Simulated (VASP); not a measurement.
Au, 1 atom in the cell. Symmetry: Im-3m, No. 229, cubic system. Conventional cell: a = 3.214 Å, b = 3.214 Å, c = 3.214 Å, α = 90.00°, β = 90.00°, γ = 90.00°. Around Au (site symmetry m-3m) lie 8 Au at 2.78 Å. The cell was built by a generator and needn't be a form met in nature.

* Program: VASP 6.6.1
* Task: single point
* Functional: LDA
* Potentials or basis: VASP PAW LDA potentials, release 64 (Au)
* Cutoff: 520 eV
* k mesh: 14 × 14 × 14
* Occupations: fermi-dirac, width 0.136057 eV
* Spin: no spin polarisation
* Dipole correction: no
* Further INCAR settings: ALGO = Normal; EDIFF = 1e-07; NBANDS = 12

Potentials or basis: VASP PAW LDA potentials, release 64 (Au).

Run with:

```console
$ cat potpaw_LDA.64/Au/POTCAR > POTCAR
$ mpirun -np 1 vasp_std > vasp.out
```

Hardware: 1 thread of AMD EPYC 9R45 (Zen 5) (shared host).

Task: Estimate the wall time of this run.

Result: Run time: 11 s on 1 thread of AMD EPYC 9R45 (Zen 5), with other jobs on the host, peak memory 0.11 GiB. Counts: scf iterations 11, k points 104.
